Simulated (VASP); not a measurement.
The system is Nb3B5.

```
CELL_PARAMETERS angstrom
3.30082 -3.42800 0.00000
3.30082 3.42800 0.00000
0.00000 0.00000 4.76144
ATOMIC_POSITIONS crystal
Nb 0.15576 0.84424 0.00000
Nb 0.84424 0.15576 0.00000
Nb 0.00000 0.00000 0.50000
B 0.67624 0.67624 0.82946
B 0.32376 0.32376 0.82946
B 0.67624 0.67624 0.17054
B 0.32376 0.32376 0.17054
B 0.50000 0.50000 0.00000
```

The cell was built by a generator and needn't be a form met in nature.

* Program: VASP 6.6.1
* Task: relaxation of cell and atoms
* Functional: PBE
* Potentials or basis: VASP PAW PBE potentials, release 64 (Nb_sv, B)
* Cutoff: 520 eV
* k mesh: 4 × 4 × 4
* Occupations: gaussian, width 0.15 eV
* Spin: no spin polarisation

At the start: pressure 23.6 GPa; volume 13.47 Å³/atom.

**Question.** How do energy, volume and symmetry change on relaxing?

**Answer.** Over 15 steps the energy falls by 962.6 meV/atom and the volume is 13.89 Å³/atom (+3.1 %); space group Cmmm (No. 65, to 0.05 Å).

The path:
| step | energy change (eV) | largest force (eV/Å) | pressure (GPa) | volume (Å³) |
| --- | --- | --- | --- | --- |
| 1 | 0.0000 | 10.7984 | 23.65 | 107.75 |
| 2 | -1.9861 | 3.1220 | -24.92 | 141.52 |
| 3 | -5.4595 | 2.2389 | -16.84 | 122.48 |
| 4 | -5.4879 | 2.3302 | -15.96 | 121.65 |
| 5 | -5.4969 | 2.4514 | -14.79 | 120.74 |
| 6 | -7.3602 | 0.7724 | 6.35 | 104.10 |
| 7 | -7.3701 | 0.9038 | 4.81 | 104.98 |
| 8 | -7.5586 | 0.7445 | 0.79 | 108.11 |
| 9 | -7.5724 | 0.8262 | -0.34 | 109.19 |
| 10 | -7.6601 | 0.1413 | 0.11 | 110.00 |
| 11 | -7.6636 | 0.1910 | 0.27 | 110.16 |
| 12 | -7.6935 | 0.1353 | 0.08 | 110.69 |
| 13 | -7.6976 | 0.1140 | 0.03 | 110.96 |
| 14 | -7.7006 | 0.1124 | 0.41 | 111.15 |
| 15 | -7.7008 | 0.0311 | 0.22 | 111.12 |

Final structure:
```yaml
crystal:
  lattice:
    - [3.08295, -3.63955, 0.00000]
    - [3.08295, 3.63955, 0.00000]
    - [0.00000, 0.00000, 4.95149]
  atoms:
    - { symbol: Nb, position: [0.20141, 0.79859, 0.00000] }
    - { symbol: Nb, position: [0.79859, 0.20141, 0.00000] }
    - { symbol: Nb, position: [0.00000, 0.00000, 0.50000] }
    - { symbol: B, position: [0.73211, 0.73211, 0.82602] }
    - { symbol: B, position: [0.26789, 0.26789, 0.82602] }
    - { symbol: B, position: [0.73211, 0.73211, 0.17398] }
    - { symbol: B, position: [0.26789, 0.26789, 0.17398] }
    - { symbol: B, position: [0.50000, 0.50000, 0.00000] }
```
